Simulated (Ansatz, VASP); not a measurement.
# CoPb3 in VASP and in Ansatz

```
CELL_PARAMETERS angstrom
4.60692 0.00000 0.00000
0.00000 4.60692 0.00000
0.00000 0.00000 4.60692
ATOMIC_POSITIONS crystal
Pb 0.00000 0.50000 0.50000
Pb 0.50000 0.00000 0.50000
Pb 0.50000 0.50000 0.00000
Co 0.00000 0.00000 0.00000
```

Alike in both runs: functional PBEsol; k mesh 10 × 10 × 10; occupations gaussian, width 0.1 eV; collinear spin.

Ansatz relaxed the structure, and its values are those at the end. VASP's run is a single point on that final structure, the one shown.

|  | VASP | Ansatz |
| --- | --- | --- |
| version | VASP 6.6.1 | Ansatz 0.2.0 |
| potentials or method | VASP PAW PBE potentials, release 64 (Pb_d, Co) | scalar-relativistic, plane waves, PAW |
| plane-wave cutoff (eV) | 520 | 420 |
| valence electrons in the cell | 51 | 59 |

```csv
,VASP,Ansatz,Ansatz less VASP
gap on the k mesh at the Fermi level (eV),none,none,-
pressure (GPa),-0.1,0.0,+0.09
net moment per atom (μB),0.38,0.38,+0.002
size of the moment on the site where the two differ most (μB),1.59,1.63,+0.045
```

Site moments also hang on the region over which each program counts them. A gap of «none» marks a metal or a gap that the smearing closes. With one functional, cell and mesh, what is left measures potentials, basis and numerics. The two sets of potentials don't hold the same shells in valence.

Caveats: the PAW data sets were made with another functional, which shifts forces and pressure a little (VASP). Spin-orbit coupling is left out, which matters for the levels of Pb.
